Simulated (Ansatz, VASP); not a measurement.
**One calculation of Al7BN8, two programs**

```xyz
16
Lattice="3.1986 0.0000 4.3702 3.1986 0.0000 -4.3702 -3.1986 5.4420 0.0000" Properties=species:S:1:pos:R:3 pbc="T T T"
B     0.0000    1.7784    0.0000
Al   -1.6231    4.5441    0.0000
Al    3.1986    1.8451    0.0000
Al    1.6231    4.5441    0.0000
Al    1.5993    0.9458   -2.1851
Al    1.5993    0.9458    2.1851
Al    0.0000    3.5898   -2.2408
Al    0.0000    3.5898    2.2408
N     3.1986    1.7693   -1.9148
N     3.1986    1.7693    1.9148
N     1.5993    4.5349   -2.1851
N     1.5993    4.5349    2.1851
N     1.3359    1.0316    0.0000
N     0.0000    3.4016    0.0000
N     5.0614    1.0316    0.0000
N     3.1986    3.6798    0.0000
```

Alike in both runs: functional r2SCAN; k mesh 6 × 6 × 6; occupations gaussian, width 0.02 eV; no spin polarisation.

Ansatz relaxed the structure, and its values are those at the end. VASP's run is a single point on that final structure, the one shown.

```csv
,VASP,Ansatz
version,VASP 6.6.1,Ansatz 0.2.0
potentials or method,"VASP PAW PBE potentials, release 64 (B, Al, N)","scalar-relativistic, plane waves, PAW"
plane-wave cutoff (eV),520,500
valence electrons in the cell,64,64
```

Ansatz gave:

```
gap on the k mesh at the Fermi level (eV) : 2.45
least direct gap on the mesh (eV)         : 2.45
pressure (GPa)                            : 0.0
rms of the force components (eV/Å)        : 0.000
```

**Question.** Estimate VASP's values.

**Answer.** gap on the k mesh at the Fermi level (eV): 2.44; least direct gap on the mesh (eV): 2.44; pressure (GPa): -0.4; rms of the force components (eV/Å): 0.015.

Caveats: the PAW data sets were made with another functional, which shifts forces and pressure a little (VASP). r2SCAN opens gaps a little over a GGA but as a rule still falls short of measured ones. A k mesh can miss the band edges.
